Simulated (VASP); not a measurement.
Input:

```
YSi2
1.0
    5.29581     0.00000     0.00000
   -2.64791     4.58631     0.00000
    0.00000     0.00000     7.20606
Y Si
3 6
Cartesian
  2.64791   0.00000   7.20606
  1.32395   2.29315   2.40202
  3.97186   2.29315   4.80404
  0.00000   1.23499   7.20606
  4.22628   0.61749   2.40202
  1.57838   3.96882   4.80404
  2.64791   3.35132   7.20606
 -1.57838   3.96882   2.40202
  1.06953   0.61749   4.80404
```

Calculation: PBEsol GGA, VASP's PBE PAW potentials (set 64) (plane waves; VASP). Numerical set-up: 400 eV cut-off, Gaussian smearing of 0.050 eV, potentials Y_sv Si.

What does the run give for the band gap (along the path) with the smallest direct gap where there is one?

* **band gap (along the path)**: none (metal, semimetal or under 0.01 eV)

Total energies compare only between runs with the same potentials, cut-off and functional.

The structure was generated: YSi2 was put into the CrSi2 type (P6_222), which need not be its known phase. It was relaxed first. The electron count is odd and the run is not spin-polarised, which forces a metal.
